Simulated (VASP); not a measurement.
Consider the following.

```
CELL_PARAMETERS angstrom
      0.00000     2.43500     2.43500
      2.43500     0.00000     2.43500
      2.43500     2.43500     0.00000
ATOMIC_POSITIONS crystal
  Be 0.00000 0.00000 0.00000
  S  0.25000 0.25000 0.25000
```

Level of theory: G0W0 on PBE orbitals, VASP's PBE PAW potentials (set 64) (plane waves; VASP 6.6.1). Numerical set-up: PREC = Normal, 500 eV cut-off, 4×4×4 Γ-centred mesh, Gaussian smearing of 0.010 eV, potentials Be_sv_GW S_GW.

The mesh is coarse and the basis finite, so the quasiparticle values are not converged.

NBANDS = 160, ENCUTGW = 200 eV, NOMEGA = 64. The PBE levels (eV) that the step starts from are:

| state | KS energy | filling |
|---|---|---|
| k1 (0.00, 0.00, 0.00), band 2 | -9.66 | 2 |
| k1 (0.00, 0.00, 0.00), band 3 | 3.92 | 2 |
| k1 (0.00, 0.00, 0.00), band 4 | 3.92 | 2 |
| k1 (0.00, 0.00, 0.00), band 5 | 3.92 | 2 |
| k1 (0.00, 0.00, 0.00), band 6 | 9.55 | 0 |
| k1 (0.00, 0.00, 0.00), band 7 | 9.55 | 0 |
| k1 (0.00, 0.00, 0.00), band 8 | 9.55 | 0 |
| k1 (0.00, 0.00, 0.00), band 9 | 9.75 | 0 |
| k2 (0.25, 0.00, 0.00), band 2 | -9.02 | 2 |
| k2 (0.25, 0.00, 0.00), band 3 | 0.67 | 2 |
| k2 (0.25, 0.00, 0.00), band 4 | 3.33 | 2 |
| k2 (0.25, 0.00, 0.00), band 5 | 3.33 | 2 |
| k2 (0.25, 0.00, 0.00), band 6 | 9.45 | 0 |
| k2 (0.25, 0.00, 0.00), band 7 | 10.44 | 0 |
| k2 (0.25, 0.00, 0.00), band 8 | 10.44 | 0 |
| k2 (0.25, 0.00, 0.00), band 9 | 13.11 | 0 |
| k8 (-0.25, 0.50, 0.25), band 2 | -7.53 | 2 |
| k8 (-0.25, 0.50, 0.25), band 3 | -0.23 | 2 |
| k8 (-0.25, 0.50, 0.25), band 4 | 0.11 | 2 |
| k8 (-0.25, 0.50, 0.25), band 5 | 0.62 | 2 |
| k8 (-0.25, 0.50, 0.25), band 6 | 10.36 | 0 |
| k8 (-0.25, 0.50, 0.25), band 7 | 11.97 | 0 |
| k8 (-0.25, 0.50, 0.25), band 8 | 12.28 | 0 |
| k8 (-0.25, 0.50, 0.25), band 9 | 12.75 | 0 |

Task: Give the quasiparticle energies and renormalisation factors Z.

Result: 
```
state                           QP energy (eV)     Z
------------------------------  --------------  ----
k1 (0.00, 0.00, 0.00), band 2           -11.11  0.74
k1 (0.00, 0.00, 0.00), band 3             2.80  0.79
k1 (0.00, 0.00, 0.00), band 4             2.80  0.79
k1 (0.00, 0.00, 0.00), band 5             2.80  0.79
k1 (0.00, 0.00, 0.00), band 6            10.28  0.80
k1 (0.00, 0.00, 0.00), band 7            10.28  0.80
k1 (0.00, 0.00, 0.00), band 8            10.28  0.80
k1 (0.00, 0.00, 0.00), band 9            10.23  0.80
k2 (0.25, 0.00, 0.00), band 2           -10.40  0.74
k2 (0.25, 0.00, 0.00), band 3            -0.64  0.77
k2 (0.25, 0.00, 0.00), band 4             2.19  0.79
k2 (0.25, 0.00, 0.00), band 5             2.19  0.79
k2 (0.25, 0.00, 0.00), band 6            10.03  0.80
k2 (0.25, 0.00, 0.00), band 7            11.19  0.80
k2 (0.25, 0.00, 0.00), band 8            11.19  0.80
k2 (0.25, 0.00, 0.00), band 9            13.77  0.78
k8 (-0.25, 0.50, 0.25), band 2           -8.75  0.73
k8 (-0.25, 0.50, 0.25), band 3           -1.67  0.77
k8 (-0.25, 0.50, 0.25), band 4           -1.24  0.77
k8 (-0.25, 0.50, 0.25), band 5           -0.65  0.78
k8 (-0.25, 0.50, 0.25), band 6           10.82  0.80
k8 (-0.25, 0.50, 0.25), band 7           12.60  0.80
k8 (-0.25, 0.50, 0.25), band 8           12.98  0.79
k8 (-0.25, 0.50, 0.25), band 9           13.57  0.78
```
On the mesh the gap opens from 3.11 to 4.60 eV.

The compound is BeS in the zinc blende structure. The cell was not relaxed at this level. The k-mesh is coarse (spacing up to 0.56 per Å, 2π included), so the numbers may not be converged in it.
